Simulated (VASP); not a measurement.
Consider the following.

```xyz
2
Lattice="3.2423 0.0000 0.0000 0.0000 3.2423 0.0000 0.0000 0.0000 3.2423" Properties=species:S:1:pos:R:3 pbc="T T T"
In     1.6212     1.6212     1.6212
Pd     0.0000     0.0000     0.0000
```

The numbers are results of PBEsol GGA, VASP's PBE PAW potentials (set 64) (plane waves; VASP), not measurements. Numerical set-up: 480 eV cut-off, 10×10×10 Γ-centred mesh, first-order Methfessel-Paxton smearing of 0.10 eV, potentials In_d Pd.

Unless said otherwise, spin-orbit coupling is left out, though it shifts the bands of the heavy elements here.

Problem. Predict the energy per atom (σ→0), pressure, band gap (on the k-mesh) with the smallest direct gap where there is one.

Solution. 
The band gap (on the k-mesh) is none (metal, semimetal or under 0.01 eV). The energy per atom (σ→0) comes out as -4.999 eV/atom and the pressure comes out as 1.01 GPa.

The compound is PdIn in the CsCl type structure. It was relaxed first under an external pressure of 1 GPa. The electron count is odd and the run is not spin-polarised, which forces a metal.
